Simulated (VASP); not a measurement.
# Zr under a change of volume

How do stress and energy of Zr follow a change of volume?

Calculated with VASP 6.6.1; r2SCAN; plane waves and PAW (Zr_sv), in the first sound run; inputs show where later runs differ.

### Step 1. The starting structure

The structure is hexagonal, space group P6_3/mmc (No. 194). Conventional cell: a = 3.230 Å, b = 3.230 Å, c = 5.145 Å, α = 90.00°, β = 90.00°, γ = 120.00°. Nearest to Zr lie 12 Zr at 3.18 to 3.23 Å.

### Step 2. Relax the crystal, r2SCAN

The series starts from the cell that this level prefers, so that zero strain is near zero stress.

This step took 2 runs in a row; the last is shown.

Level: r2SCAN; plane waves and PAW (Zr_sv).

Contents of INCAR:

```
SYSTEM = Zr
PREC = Accurate
ENCUT = 450
EDIFF = 1E-07
NELM = 120
ISMEAR = 1
SIGMA = 0.15
LREAL = .FALSE.
ALGO = Normal
METAGGA = R2SCAN
LASPH = .TRUE.
NBANDS = 18
LORBIT = 11
LWAVE = .FALSE.
LCHARG = .FALSE.
KPAR = 8
IBRION = 2
NSW = 40
ISIF = 3
EDIFFG = -0.005
POTIM = 0.4
```

Contents of POSCAR:

```
Zr
1.0
    3.2451151982      0.0000000000      0.0000000000
   -1.6225575991      2.8103521998      0.0000000000
    0.0000000000      0.0000000000      5.1516575479
Zr
2
Direct
    0.0000000000      0.0000000000      0.0000000000
    0.3333333333      0.6666666667      0.5000000000
```

Contents of KPOINTS:

```
Automatic mesh
0
Gamma
21 21 12
0 0 0
```

The projector-augmented-wave data sets are Zr_sv (PBE family, release 64).

Started as:

```sh
$ mpirun -np 8 vasp_std
```

What it wrote:

```text
[banner, memory and clock lines left out]
running    8 mpi-ranks, on    1 nodes
[...]
|                                                                             |
|           W    W    AA    RRRRR   N    N  II  N    N   GGGG   !!!           |
|           W    W   A  A   R    R  NN   N  II  NN   N  G    G  !!!           |
|           W    W  A    A  R    R  N N  N  II  N N  N  G       !!!           |
|           W WW W  AAAAAA  RRRRR   N  N N  II  N  N N  G  GGG   !            |
|           WW  WW  A    A  R   R   N   NN  II  N   NN  G    G                |
|           W    W  A    A  R    R  N    N  II  N    N   GGGG   !!!           |
|                                                                             |
|     For optimal performance we recommend to set                             |
|       NCORE = 2 up to number-of-cores-per-socket                            |
|     NCORE specifies how many cores store one orbital (NPAR=cpu/NCORE).      |
|     This setting can greatly improve the performance of VASP for DFT.       |
[...]
|     You enforced a specific xc type in the INCAR file but a different       |
|     [... a line on the potential file left out ...]
|     I HOPE YOU KNOW WHAT YOU ARE DOING!                                     |
|                                                                             |

 LDA part: xc-table for (None), standard interpolation
 POSCAR, INCAR and KPOINTS ok, starting setup
[...]
entering main loop
       N       E                     dE             d eps       ncg     rms          rms(c)
DAV:   1     0.166142012668E+03    0.16614E+03   -0.12785E+04 12096   0.123E+03
DAV:   2    -0.435225929486E+02   -0.20966E+03   -0.20637E+03 14428   0.368E+02
DAV:   3    -0.585895822063E+02   -0.15067E+02   -0.14896E+02 22714   0.690E+01
DAV:   4    -0.589176436828E+02   -0.32806E+00   -0.32764E+00 14136   0.111E+01
[...]
DAV:  15    -0.455038593177E+02   -0.44549E-06   -0.39936E-08  7278   0.182E-03    0.549E-04
DAV:  16    -0.455038591842E+02    0.13350E-06   -0.10016E-08  7010   0.100E-03    0.276E-04
DAV:  17    -0.455038591637E+02    0.20461E-07   -0.23243E-09  6892   0.341E-04
   1 F= -.45503859E+02 E0= -.45504807E+02  d E =-.455039E+02
[...]
reached required accuracy - stopping structural energy minimisation
```

Run time: 2 min. Hardware: 8 MPI ranks of Intel Xeon Platinum 8488C (Sapphire Rapids), shared host; peak memory 2.5 GiB; 16 min of CPU time.

Lines that name or quote the potential files are left out of all logs, and their timing lines are given in words.

OUTCAR, selected parts (step 2):

```text
  Total        0.0016562      0.0016562     -0.0032294      0.0000000     -0.0000000     -0.0000000
  in kB        0.0564804      0.0564804     -0.1101278      0.0000000     -0.0000000     -0.0000000
  external PRESSURE =       0.0009444 kB  Pullay stress =       0.0000000 kB

 POSITION                                       TOTAL-FORCE (eV/Angst)
 -----------------------------------------------------------------------------------
      0.00000      0.00000      0.00000        -0.000000      0.000000      0.000000
     -0.00000      1.87357      2.57583         0.000000      0.000000      0.000000
 -----------------------------------------------------------------------------------
    total drift:                                0.000000     -0.000000     -0.000000

  FREE ENERGIE OF THE ION-ELECTRON SYSTEM (eV)
  ---------------------------------------------------
  free  energy   TOTEN  =       -45.5038591637 eV

  energy  without entropy=      -45.5067032140  energy(sigma->0) =      -45.50480718

 reached required accuracy - stopping structural energy minimisation

[... 3 further parts left out ...]
[key lines of the parts left out:]
E-fermi :   8.9637
```

Read from the output:

```
energy(sigma→0) of the program : -45.5048 eV
stress, compression positive   : xx, yy, zz 0.01, 0.01, -0.01 GPa
volume                         : 46.983 Å³
ionic steps                    : 1
```

### Step 3. Relax at fixed volume, r2SCAN

One member in full: the volume is scaled by 1.02, and shape and atoms relax at that volume.

Level: r2SCAN; plane waves and PAW (Zr_sv).

Edit INCAR of step 2 so:

```diff
@@ -15,7 +15,7 @@
 LCHARG = .FALSE.
-KPAR = 8
+KPAR = 2
 IBRION = 2
 NSW = 40
-ISIF = 3
-EDIFFG = -0.005
+ISIF = 4
+EDIFFG = -0.004
 POTIM = 0.4
```

Contents of POSCAR:

```
Zr
1.0
    3.2666066536      0.0000000000      0.0000000000
   -1.6333033268      2.8289643462      0.0000000000
    0.0000000000      0.0000000000      5.1857754796
Zr
2
Direct
    0.0000000000      0.0000000000      0.0000000000
    0.3333333333      0.6666666667      0.5000000000
```

KPOINTS is that of step 2.

Started as:

```sh
$ mpirun -np 2 vasp_std
```

What it wrote:

```text
[banner, memory and clock lines left out]
running    2 mpi-ranks, on    1 nodes
[...]
[... a notice as in an earlier step ...]

 LDA part: xc-table for (None), standard interpolation
 POSCAR, INCAR and KPOINTS ok, starting setup
[...]
entering main loop
       N       E                     dE             d eps       ncg     rms          rms(c)
DAV:   1     0.164452576696E+03    0.16445E+03   -0.12746E+04 12096   0.123E+03
DAV:   2    -0.437139787993E+02   -0.20817E+03   -0.20501E+03 14482   0.366E+02
DAV:   3    -0.585671427659E+02   -0.14853E+02   -0.14715E+02 22592   0.682E+01
DAV:   4    -0.589024416766E+02   -0.33530E+00   -0.33480E+00 14272   0.110E+01
[...]
DAV:  15    -0.454986168348E+02   -0.40190E-06   -0.32731E-08  7274   0.160E-03    0.522E-04
DAV:  16    -0.454986167066E+02    0.12819E-06   -0.85838E-09  7046   0.926E-04    0.258E-04
DAV:  17    -0.454986166831E+02    0.23503E-07   -0.19915E-09  6912   0.327E-04
   1 F= -.45498617E+02 E0= -.45499509E+02  d E =-.454986E+02
[...]
DAV:   2    -0.454986318629E+02    0.36765E-04   -0.10060E-04 13282   0.698E-02    0.187E-02
DAV:   3    -0.454986276479E+02    0.42150E-05   -0.23345E-05 15104   0.380E-02    0.288E-03
DAV:   4    -0.454986283144E+02   -0.66655E-06   -0.47303E-07 14466   0.603E-03    0.182E-03
DAV:   5    -0.454986283288E+02   -0.14376E-07   -0.78150E-08  7746   0.246E-03
   2 F= -.45498628E+02 E0= -.45499521E+02  d E =-.116457E-04
 trial-energy change:   -0.000012  1 .order   -0.000011   -0.000016   -0.000007
 step:   1.6609(harm=  1.6609)  dis= 0.00000  next Energy=   -45.498630 (dE=-0.136E-04)
[...]
N       E                     dE             d eps       ncg     rms          rms(c)
DAV:   1    -0.454986483222E+02   -0.20008E-04   -0.13451E-03 12188   0.322E-01    0.253E-02
DAV:   2    -0.454986322018E+02    0.16120E-04   -0.43919E-05 13228   0.461E-02    0.123E-02
DAV:   3    -0.454986304681E+02    0.17337E-05   -0.10148E-05 15098   0.251E-02    0.190E-03
DAV:   4    -0.454986308107E+02   -0.34258E-06   -0.19449E-07 11170   0.399E-03    0.121E-03
DAV:   5    -0.454986307968E+02    0.13900E-07   -0.46402E-08  7058   0.199E-03
   3 F= -.45498631E+02 E0= -.45499524E+02  d E =-.141137E-04
[...]
reached required accuracy - stopping structural energy minimisation
```

Wall time 8.7 min (2 MPI ranks); peak memory 0.6 GiB; 17 min of CPU time.

Parts of OUTCAR (step 3):

```text
  Total       -0.5478471     -0.5478471     -0.5485371     -0.0000000      0.0000000      0.0000000
  in kB      -18.3160545    -18.3160545    -18.3391215     -0.0000000      0.0000000      0.0000000
  external PRESSURE =     -18.3237435 kB  Pullay stress =       0.0000000 kB

 POSITION                                       TOTAL-FORCE (eV/Angst)
 -----------------------------------------------------------------------------------
      0.00000      0.00000      0.00000         0.000000      0.000000      0.000000
     -0.00000      1.88670      2.59091        -0.000000     -0.000000      0.000000
 -----------------------------------------------------------------------------------
    total drift:                                0.000000     -0.000000     -0.000000

  FREE ENERGIE OF THE ION-ELECTRON SYSTEM (eV)
  ---------------------------------------------------
  free  energy   TOTEN  =       -45.4986307968 eV

  energy  without entropy=      -45.5013117760  energy(sigma->0) =      -45.49952446

[... 2 parts as in an earlier step ...]

[... 2 further parts left out ...]
[key lines of the parts left out:]
E-fermi :   8.7452
```

This run gave:

| Quantity | Value |
| --- | --- |
| energy(sigma→0) of the program | -45.4995 eV |
| stress, compression positive | xx, yy, zz -1.83, -1.83, -1.83 GPa |
| ionic steps | 3 |

### Step 4. The table

The other members went through these steps as far as the tables show, with the same cutoff and, step by step, the same mesh; 9 runs are not shown. The session took 3.8 core hours (wall time by ranks) on a shared machine.

| volume over the relaxed volume | volume (Å³/atom) | pressure (GPa) | energy above the unstrained row, extrapolated to no smearing (meV/atom) |
| --- | --- | --- | --- |
| 0.940 | 22.082 | 6.533 | 27.874 |
| 0.960 | 22.552 | 4.169 | 12.091 |
| 0.980 | 23.021 | 1.997 | 2.982 |
| 0.990 | 23.256 | ? | ? |
| 1 | 23.491 | 0.000 | 0.000 |
| 1.010 | 23.726 | -0.936 | 0.647 |
| 1.020 | 23.961 | -1.832 | 2.641 |
| 1.040 | 24.431 | -3.515 | 10.439 |
| 1.060 | 24.901 | -5.061 | 22.966 |

### Step 5. Stress from the known rows

A least-squares cubic through the 8 rows shown, with u the logarithm of the volume ratio: pressure = − 89.71 u³ + 155.6 u² − 95.61 u + 4.38e-4 (GPa), r.m.s. residual 3.8e-4 GPa.

For the withheld row, u = -0.01005, the fit gives 0.977 GPa.

### Step 6. Checking the prediction

The calculation gives 0.978 GPa, so the prediction is 0.001 GPa too low.

A cubic of the pressure in ln(V/V₀) through all rows has the slope −B at V₀: B = 96 GPa, and its curvature gives B′ = 3.3.

### Step 7. Results

```json
{
 "error of the predicted pressure": "-0.001 GPa",
 "bulk modulus": "96 GPa"
}
```

These are static values: temperature and zero-point motion are left out. In a metal the slopes also depend on mesh and smearing, which were held through the series.

[Lines on the potential files, build, host, timing and source positions are cut from VASP's logs without a mark.]

[Logs are printed without paths, hosts, clocks, repeated set-up lines and the standing remarks that a program may print on its own settings, such as how far it seeks lower states.]

[Hosts, paths, dates, database ids (printed as entryN), source tags and the programs' standing remarks are cut or masked in the printed files.]

[In band tables of VASP the shares of atoms and orbitals are scaled to a sum of 1 inside the atoms' spheres.]
